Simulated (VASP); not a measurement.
Input:

```
CsCl
1.0
    0.00000     3.87066     3.87066
    3.87066     0.00000     3.87066
    3.87066     3.87066     0.00000
Cl Cs
1 1
Direct
  0.25000   0.25000   0.25000
  0.00000   0.00000   0.00000
```

These are PBE GGA, VASP's PBE PAW potentials (set 64) (plane waves; VASP) values and carry that method's errors. Run with 300 eV cut-off, 8×8×8 Γ-centred mesh, Fermi-Dirac smearing of 0.10 eV, potentials Cl Cs_sv.

Unless said otherwise, spin-orbit coupling is left out, though it shifts the bands of the heavy elements here.

Give the energies of bands 3 to 11 at the high-symmetry points, in eV from the valence-band maximum.

```csv
band,Γ,X,U,L,W
3,-5.92,-6.01,-6.05,-5.96,-6.05
4,-5.92,-6.01,-6.00,-5.96,-6.01
5,-5.92,-5.86,-5.84,-5.95,-5.82
6,-0.25,-0.40,-0.32,-0.20,-0.29
7,-0.25,0.00,-0.04,-0.14,-0.10
8,-0.25,0.00,-0.04,-0.14,0.00
9,4.37,6.01,5.99,6.12,6.02
10,7.77,6.29,6.47,6.86,6.35
11,7.77,8.81,7.92,7.50,8.13
```

The gap is indirect, 4.37 eV, from the valence maximum at W-X at 0.11 to the conduction minimum at Γ.

The structure was generated: CsCl was put into an ordered model structure, which need not be its known phase. The cell was not relaxed at this level.
